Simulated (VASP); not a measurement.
Runs of VASP 6.6.1 on NiMoIrPdW. It takes space group Cm (No. 8, monoclinic). The conventional cell has a = 4.689 Å, b = 2.863 Å, c = 11.144 Å, α = 90.00°, β = 101.20°, γ = 90.00°. Ni (site symmetry m) is surrounded by 3 Ir at 2.59 to 2.61 Å and 3 Pd at 2.67 to 2.68 Å and 6 Ni at 2.75 to 2.86 Å. Around Mo (site symmetry m) lie 3 Ir at 2.68 Å and 6 Mo at 2.75 to 2.86 Å and 2 W at 2.78 Å. Around Pd (site symmetry m) lie 3 Ni at 2.67 to 2.68 Å and 3 W at 2.74 to 2.75 Å and 6 Pd at 2.75 to 2.86 Å. Ir (site symmetry m) is surrounded by 3 Ni at 2.59 to 2.61 Å and 3 Mo at 2.68 Å and 6 Ir at 2.75 to 2.86 Å. W (site symmetry m) has 3 Pd at 2.74 to 2.75 Å and 6 W at 2.75 to 2.86 Å and 2 Mo at 2.78 Å as nearest neighbours. The cell was built by a generator and needn't be a form met in nature.

```tsv
task	level	cell	cutoff (eV)	gap on the mesh (eV)	pressure (GPa)	moment (μB)	relaxed volume (Å³/atom)	largest force (eV/Å)
relaxation of cell and atoms	PBE+TS	relaxed	600	none	0.0	0.00	14.04	-
relaxation of cell and atoms	optB88-vdW	relaxed	600	none	0.0	0.00	14.70	0.01
band structure	PBE	as given	520	-	0.3	0.00	-	0.09
relaxation of cell and atoms	rev-vdW-DF2	relaxed	600	none	-0.1	0.00	(a)	0.01
electrostatic potential	PBE	as given	520	none	0.3	0.00	-	0.09
```

Alike in all rows: potentials or basis VASP PAW PBE potentials, release 64 (Ni, Mo_sv, Pd, Ir, W_sv); spin collinear, ferromagnetic start; k mesh 11 × 11 × 3; smearing fermi-dirac 0.05 eV.

Problem. Estimate the missing entries.

Solution. (a) 14.46.

Caveats: the PAW data sets were made with another functional, which shifts forces and pressure a little (some runs); atom-pairwise D2, TS and ULG terms overbind metals (some runs); pairwise dispersion overbinds metals, which lowers pressure and volume (some runs).

A k mesh can miss the band edges, and the runs leave out spin-orbit coupling on Ir, Mo, Pd, W.

A gap of «none» marks a metal or a gap under the smearing width.

Not every run made on this cell is shown here.
